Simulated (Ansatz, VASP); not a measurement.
# Cs3GeO: VASP beside Ansatz

```
Cs O Ge
1.0
     5.33767    0.00000    0.00000
     0.00000    5.33767    0.00000
     0.00000    0.00000    5.33767
Cs O Ge
3 1 1
Cartesian
  2.6688 0.0000 2.6688
  0.0000 2.6688 2.6688
  2.6688 2.6688 0.0000
  2.6688 2.6688 2.6688
  0.0000 0.0000 0.0000
```

The cell was built by a generator and needn't be a form met in nature.

Alike in both runs: task single point; functional PBEsol; k mesh 4 × 4 × 4; no spin polarisation.

```csv
,VASP,Ansatz
version,VASP 6.6.1,Ansatz 0.2.0
potentials or method,"VASP PAW PBE potentials, release 64 (Cs_sv, O, Ge_d)",PAW plane waves
plane-wave cutoff (eV),520,420
occupations,"fermi-dirac, width 0.1 eV",fermi-dirac
valence electrons in the cell,47,47
```

Ansatz gave:

```
gap on the k mesh at the Fermi level (eV) : none
pressure (GPa)                            : 5.0
```

Problem. Estimate VASP's values.

Solution. gap on the k mesh at the Fermi level (eV): none; pressure (GPa): 5.3.

A gap of «none» marks a metal or a gap that the smearing closes.

Caveats: the PAW data sets were made with another functional, which shifts forces and pressure a little (VASP); an odd number of electrons without spin polarisation forces a metal; a magnetic or distorted state may lie lower. Spin-orbit coupling is left out, which matters for the levels of Cs.
